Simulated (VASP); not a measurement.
Given:

```yaml
crystal:
  lattice:
    - [0.00000, 2.68861, 2.68861]
    - [2.68861, 0.00000, 2.68861]
    - [2.68861, 2.68861, 0.00000]
  atoms:
    - { symbol: Rh, position: [0.00000, 0.00000, 0.00000] }
    - { symbol: Sb, position: [0.50000, 0.50000, 0.50000] }
```

These are r2SCAN meta-GGA, VASP's PBE PAW potentials (set 64) (plane waves; VASP) values and carry that method's errors. Settings: 400 eV cut-off, 13×13×13 Γ-centred mesh, tetrahedra with Blöchl corrections, potentials Rh_pv Sb.

Problem. Give the energies of bands 5 to 13 at the high-symmetry points, in eV from the Fermi level.

Solution. 
```csv
band,Γ,X,U,L,W
5,-2.64,-4.79,-4.71,-6.64,-4.38
6,-2.64,-3.49,-4.61,-4.27,-4.38
7,-2.64,-1.98,-3.50,-4.27,-4.31
8,-2.41,-1.45,-1.89,-1.79,-1.45
9,-2.41,-1.45,-1.62,-1.79,-1.03
10,1.83,-1.22,-0.94,-1.01,-1.03
11,1.83,-1.22,-0.14,5.22,-0.50
12,1.83,-0.02,1.29,5.42,-0.10
13,8.12,3.34,5.30,5.42,8.63
```

It has no gap at this level: it comes out as a metal or semimetal.

The structure was generated: RhSb was put into the rock salt type (Fm-3m), which need not be its known phase. It was relaxed first, which changed the volume by -30 %.
